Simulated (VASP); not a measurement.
Input:

```
ZrSi2
1.0
    1.84783    -7.39957     0.00000
    1.84783     7.39957     0.00000
    0.00000     0.00000     3.68573
Zr Si
2 4
Cartesian
  1.84783  -1.56028   0.92143
  1.84783   1.56028   2.76430
  1.84783  -6.61496   0.92143
  1.84783   6.61496   2.76430
  1.84783   3.69903   0.92143
  1.84783  -3.69903   2.76430
```

Level of theory: PBE GGA, VASP's PBE PAW potentials (set 64) (plane waves; VASP). Numerical set-up: 400 eV cut-off, Gaussian smearing of 0.050 eV, potentials Zr_sv Si.

Problem. Give the energies of bands 11 to 23 at the high-symmetry points, in eV from the Fermi level.

Solution. 
```json
[
 {"band": "11", "Γ": "-7.89", "Y": "-6.80", "C0": "-8.80", "Z": "-8.40", "A0": "-7.37", "T": "-8.86", "S": "-9.03", "R": "-7.34"},
 {"band": "12", "Γ": "-3.66", "Y": "-4.90", "C0": "-5.78", "Z": "-8.40", "A0": "-7.37", "T": "-8.86", "S": "-5.87", "R": "-7.34"},
 {"band": "13", "Γ": "-3.11", "Y": "-3.46", "C0": "-5.13", "Z": "-4.83", "A0": "-5.79", "T": "-3.82", "S": "-4.90", "R": "-5.79"},
 {"band": "14", "Γ": "-2.99", "Y": "-3.08", "C0": "-3.91", "Z": "-4.83", "A0": "-5.79", "T": "-3.82", "S": "-4.21", "R": "-5.79"},
 {"band": "15", "Γ": "-2.79", "Y": "-2.82", "C0": "-3.42", "Z": "-2.42", "A0": "-3.74", "T": "-3.00", "S": "-3.43", "R": "-3.83"},
 {"band": "16", "Γ": "-2.50", "Y": "-2.71", "C0": "-2.94", "Z": "-2.42", "A0": "-3.74", "T": "-3.00", "S": "-2.57", "R": "-3.83"},
 {"band": "17", "Γ": "-2.40", "Y": "-2.70", "C0": "-1.64", "Z": "-1.94", "A0": "-3.29", "T": "-2.20", "S": "-1.87", "R": "-3.29"},
 {"band": "18", "Γ": "-2.40", "Y": "-1.90", "C0": "-1.56", "Z": "-1.94", "A0": "-3.29", "T": "-2.20", "S": "-1.54", "R": "-3.29"},
 {"band": "19", "Γ": "-2.38", "Y": "-1.53", "C0": "-0.98", "Z": "-0.10", "A0": "-2.19", "T": "-0.92", "S": "-0.91", "R": "-2.18"},
 {"band": "20", "Γ": "-0.14", "Y": "0.27", "C0": "-0.68", "Z": "-0.10", "A0": "-2.19", "T": "-0.92", "S": "-0.51", "R": "-2.18"},
 {"band": "21", "Γ": "1.08", "Y": "0.99", "C0": "-0.21", "Z": "0.04", "A0": "2.01", "T": "0.00", "S": "-0.51", "R": "2.08"},
 {"band": "22", "Γ": "1.33", "Y": "1.10", "C0": "0.87", "Z": "0.04", "A0": "2.01", "T": "0.00", "S": "0.84", "R": "2.08"},
 {"band": "23", "Γ": "1.33", "Y": "1.43", "C0": "0.99", "Z": "1.53", "A0": "2.91", "T": "2.24", "S": "0.85", "R": "3.07"}
]
```

It has no gap at this level: it comes out as a metal or semimetal.

The compound is ZrSi2 in the sg63 structure. It was relaxed first.
